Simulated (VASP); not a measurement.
Here is the system:

```
CELL_PARAMETERS angstrom
      0.00000     2.26000     2.26000
      2.26000     0.00000     2.26000
      2.26000     2.26000     0.00000
ATOMIC_POSITIONS crystal
  Ga 0.00000 0.00000 0.00000
  N  0.25000 0.25000 0.25000
```

Calculation: G0W0 on PBE orbitals, VASP's PBE PAW potentials (set 64) (plane waves; VASP). Numerical set-up: PREC = Normal, 500 eV cut-off, 4×4×4 Γ-centred mesh, Gaussian smearing of 0.010 eV, potentials Ga_d_GW N_GW_new.

The mesh is coarse and the basis finite, so the quasiparticle values are not converged.

NBANDS = 64, ENCUTGW = 150 eV, NOMEGA = 64. The PBE levels (eV) that the step starts from are:

```csv
state,KS energy,filling
"k1 (0.00, 0.00, 0.00), band 6",-7.54,2
"k1 (0.00, 0.00, 0.00), band 7",5.69,2
"k1 (0.00, 0.00, 0.00), band 8",5.69,2
"k1 (0.00, 0.00, 0.00), band 9",5.69,2
"k1 (0.00, 0.00, 0.00), band 10",7.34,0
"k1 (0.00, 0.00, 0.00), band 11",15.89,0
"k1 (0.00, 0.00, 0.00), band 12",15.89,0
"k1 (0.00, 0.00, 0.00), band 13",15.89,0
"k4 (0.25, 0.25, 0.00), band 6",-7.33,2
"k4 (0.25, 0.25, 0.00), band 7",2.24,2
"k4 (0.25, 0.25, 0.00), band 8",4.21,2
"k4 (0.25, 0.25, 0.00), band 9",4.21,2
"k4 (0.25, 0.25, 0.00), band 10",10.21,0
"k4 (0.25, 0.25, 0.00), band 11",12.99,0
"k4 (0.25, 0.25, 0.00), band 12",17.23,0
"k4 (0.25, 0.25, 0.00), band 13",17.57,0
"k8 (-0.25, 0.50, 0.25), band 6",-5.54,2
"k8 (-0.25, 0.50, 0.25), band 7",0.00,2
"k8 (-0.25, 0.50, 0.25), band 8",2.01,2
"k8 (-0.25, 0.50, 0.25), band 9",2.07,2
"k8 (-0.25, 0.50, 0.25), band 10",11.87,0
"k8 (-0.25, 0.50, 0.25), band 11",13.97,0
"k8 (-0.25, 0.50, 0.25), band 12",15.85,0
"k8 (-0.25, 0.50, 0.25), band 13",16.75,0
```

Question: Give the quasiparticle energies and renormalisation factors Z.

Answer: 
```csv
state,QP energy (eV),Z
"k1 (0.00, 0.00, 0.00), band 6",-10.44,0.72
"k1 (0.00, 0.00, 0.00), band 7",5.29,0.75
"k1 (0.00, 0.00, 0.00), band 8",5.29,0.75
"k1 (0.00, 0.00, 0.00), band 9",5.29,0.75
"k1 (0.00, 0.00, 0.00), band 10",7.97,0.77
"k1 (0.00, 0.00, 0.00), band 11",16.59,0.77
"k1 (0.00, 0.00, 0.00), band 12",16.59,0.77
"k1 (0.00, 0.00, 0.00), band 13",16.59,0.77
"k4 (0.25, 0.25, 0.00), band 6",-9.79,0.71
"k4 (0.25, 0.25, 0.00), band 7",1.61,0.73
"k4 (0.25, 0.25, 0.00), band 8",3.66,0.74
"k4 (0.25, 0.25, 0.00), band 9",3.66,0.74
"k4 (0.25, 0.25, 0.00), band 10",10.83,0.76
"k4 (0.25, 0.25, 0.00), band 11",13.83,0.77
"k4 (0.25, 0.25, 0.00), band 12",17.53,0.76
"k4 (0.25, 0.25, 0.00), band 13",18.38,0.74
"k8 (-0.25, 0.50, 0.25), band 6",-7.35,0.71
"k8 (-0.25, 0.50, 0.25), band 7",-0.65,0.72
"k8 (-0.25, 0.50, 0.25), band 8",1.24,0.73
"k8 (-0.25, 0.50, 0.25), band 9",1.38,0.73
"k8 (-0.25, 0.50, 0.25), band 10",12.37,0.76
"k8 (-0.25, 0.50, 0.25), band 11",15.26,0.74
"k8 (-0.25, 0.50, 0.25), band 12",16.45,0.75
"k8 (-0.25, 0.50, 0.25), band 13",17.28,0.75
```
On the mesh the gap opens from 1.65 to 2.68 eV.

The compound is GaN in the zinc blende structure, a metastable form; wurtzite is the usual one. The cell was not relaxed at this level. The k-mesh is coarse (spacing up to 0.60 per Å, 2π included), so the numbers may not be converged in it.
